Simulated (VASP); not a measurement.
The system is Be3CdSe4.

```
Be Cd Se
1.0
     5.10384    0.00000    0.00000
     0.00000    5.10384    0.00000
     0.00000    0.00000    5.97776
Be Cd Se
3 1 4
Cartesian
  0.0000 2.5519 2.9889
  2.5519 0.0000 2.9889
  0.0000 0.0000 0.0000
  2.5519 2.5519 0.0000
  0.0000 2.5519 4.6868
  2.5519 0.0000 4.6868
  0.0000 2.5519 1.2910
  2.5519 0.0000 1.2910
```

The cell was built by a generator and needn't be a form met in nature.

| Quantity | Value |
| --- | --- |
| Program | VASP 6.6.1 |
| Task | relaxation of cell and atoms |
| Functional | PBE |
| Potentials or basis | VASP PAW PBE potentials, release 64 (Be, Cd, Se) |
| Cutoff | 520 eV |
| k mesh | 3 × 3 × 3 |
| Occupations | gaussian, width 0.15 eV |
| Spin | no spin polarisation |

At the start: pressure 29.5 GPa; volume 19.46 Å³/atom.

**Question.** How do energy, volume and symmetry change on relaxing?

**Answer.** Over 11 steps the energy falls by 818.9 meV/atom and the volume is 23.23 Å³/atom (+19.3 %); space group P4/mmm (No. 123, to 0.05 Å).

The path:
```
step  energy change (eV)  largest force (eV/Å)  pressure (GPa)  volume (Å³)
   1              0.0000                4.4791           29.55       155.72
   2             -0.5276                0.2156           -8.00       237.11
   3             -2.6680                0.9920           -7.67       219.56
   4             -4.1052                1.7673           -6.46       206.34
   5             -5.9746                2.2569            1.89       180.98
   6             -5.9696                2.3187            0.81       183.01
   7             -5.9765                2.2970            1.24       182.14
   8             -6.4862                0.6517           -1.38       188.16
   9             -6.4983                0.4374           -1.67       189.24
  10             -6.5308                0.2960            0.87       183.79
  11             -6.5513                0.0055           -0.12       185.81
```

Final structure:
```cif
data_structure
_symmetry_space_group_name_H-M 'P 1'
_symmetry_Int_Tables_number 1
_cell_length_a 5.1075
_cell_length_b 5.1075
_cell_length_c 7.1228
_cell_angle_alpha 90.000
_cell_angle_beta 90.000
_cell_angle_gamma 90.000
_cell_volume 185.81
loop_
_atom_site_label
_atom_site_type_symbol
_atom_site_fract_x
_atom_site_fract_y
_atom_site_fract_z
_atom_site_occupancy
Be1 Be 0.00000 0.50000 0.50000 1
Be2 Be 0.50000 0.00000 0.50000 1
Be3 Be 0.00000 0.00000 0.00000 1
Cd1 Cd 0.50000 0.50000 0.00000 1
Se1 Se 0.00000 0.50000 0.78511 1
Se2 Se 0.50000 0.00000 0.78511 1
Se3 Se 0.00000 0.50000 0.21489 1
Se4 Se 0.50000 0.00000 0.21489 1
```

Caveat: the k mesh is coarse (spacing up to 0.41 Å⁻¹), so the values aren't converged; the volume moved by over 15 % at a fixed basis, so the end points are rough.
